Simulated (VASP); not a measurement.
Data:

```
CdTe
1.0
    0.00000     3.28175     3.28175
    3.28175     0.00000     3.28175
    3.28175     3.28175     0.00000
Cd Te
1 1
Direct
  0.00000   0.00000   0.00000
  0.25000   0.25000   0.25000
```

These are r2SCAN meta-GGA, VASP's PBE PAW potentials (set 64) (plane waves; VASP) values and carry that method's errors. Numerical set-up: 520 eV cut-off, 7×7×7 Γ-centred mesh, Gaussian smearing of 0.050 eV, potentials Cd Te.

### Question
Give the energy at these volumes per atom, relative to the lowest: 33.22, 34.28, 35.34, 36.40, 37.46 Å³.

### Answer
18.0, 4.2, 0.0, 3.8, 14.3 meV/atom. A third-order Birch-Murnaghan fit gives B0 = 40.3 GPa and B0′ = 4.7.

Measured: bulk modulus 43.7 GPa (computed value off by -7.9 %), as given by Elmahjoubi et al., (2023), arXiv:2303.01780; a 6.480 Å (computed value off by +1.3 %), as given by M J Lucero et al., Journal of Physics Condensed Matter (2012), arXiv:1111.4515. The calculation is for a static lattice, while the measured bulk modulus, a hold thermal and zero-point effects, which are part of the difference.

The compound is CdTe in the zinc blende structure. It was relaxed first.
